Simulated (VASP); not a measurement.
The system is Sb.

```
CELL_PARAMETERS angstrom
2.15060 1.24165 3.74400
-2.15060 1.24165 3.74400
0.00000 -2.48330 3.74400
ATOMIC_POSITIONS crystal
Sb 0.23364 0.23364 0.23364
Sb 0.76636 0.76636 0.76636
```

- Program: VASP 6.6.1
- Task: relaxation of cell and atoms
- Functional: PBEsol
- Potentials or basis: VASP PAW PBE potentials, release 64 (Sb)
- Cutoff: 300 eV
- k mesh: 12 × 12 × 12
- Occupations: gaussian, width 0.1 eV
- Spin: no spin polarisation

At the start: pressure 0.6 GPa; volume 29.99 Å³/atom.

Question: Where does the relaxation end?

Answer: Over 9 steps the energy falls by 3.6 meV/atom and the volume is 29.82 Å³/atom (-0.6 %); space group R-3m (No. 166, to 0.05 Å).

The path:
```tsv
step	energy change (eV)	largest force (eV/Å)	pressure (GPa)	volume (Å³)
1	0.0000	0.2190	0.59	59.99
2	-0.0030	0.0393	-0.67	60.94
3	-0.0033	0.0816	-0.37	60.70
4	-0.0052	0.0551	-0.24	60.36
5	-0.0071	0.0032	0.10	59.55
6	-0.0071	0.0010	0.09	59.59
7	-0.0071	0.0166	-0.09	59.71
8	-0.0071	0.0117	-0.03	59.67
9	-0.0072	0.0016	0.01	59.64
```

Final structure:
```
Sb
1.0
     2.16296    1.24878    3.67973
    -2.16296    1.24878    3.67973
     0.00000   -2.49757    3.67973
Sb
2
Direct
  0.23626 0.23626 0.23626
  0.76374 0.76374 0.76374
```

Caveat: the PAW data sets were made with another functional, which shifts forces and pressure a little.
